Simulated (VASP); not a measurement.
VASP input:

### INCAR
```
ALGO=Normal
EDIFF=1E-6
ENCUT=400
GGA=PE
ISIF=2
ISMEAR=1
LASPH=.TRUE.
LCHARG=.FALSE.
LMAXMIX=4
LREAL=.FALSE.
LWAVE=.FALSE.
NELM=100
PREC=Accurate
SIGMA=0.1
SYSTEM=Tc
```

### POSCAR
```
Tc
2.740
  0.5000000000  -0.8660255474   0.0000000000
  0.5000000000   0.8660255474   0.0000000000
  0.0000000000   0.0000000000   1.6021897810
Tc
2
Cartesian
  0.5000000000   0.2886757598   0.4005474453
  0.5000000000  -0.2886757598   1.2016423358
```

### KPOINTS
```
K-points
0
gamma
 14 14 8
0 0 0
```

POTCAR, in this order: Tc_pv (PBE.64 set). Program: vasp_std.

Q: Write an equivalent input for Ansatz.

A: One equivalent input (not run):
Ansatz 0.2 input:
```yaml
crystal:
  lattice:
    - [1.3700000, -2.3729100, 0.0000000]
    - [1.3700000, 2.3729100, 0.0000000]
    - [0.0000000, 0.0000000, 4.3900000]
  atoms:
    - { symbol: Tc, position: [0.3333330, 0.6666670, 0.2500000] }
    - { symbol: Tc, position: [0.6666670, 0.3333330, 0.7500000] }
kpoints:
  mp_grid: { grid: [14, 14, 8] }
hamiltonian:
  xc: pbe
  pseudopotentials: { kind: paw }
scf:
  occupations: { method: methfessel_paxton, width: 0.1 }
  max_iter: 100
output: { forces: true, stress: true, eigenvalues: true }
```
The two are equivalent in intent, not identical: each code has its own PAW files, so the cut-off isn't converted (ENCUT is set for VASP's; basis.ecutwfc is left out, and Ansatz then takes the one that its files recommend); Ansatz stops its SCF on the density residual and VASP on the energy change (EDIFF).

The compound is Tc in the hcp structure. The cell was not relaxed at this level.
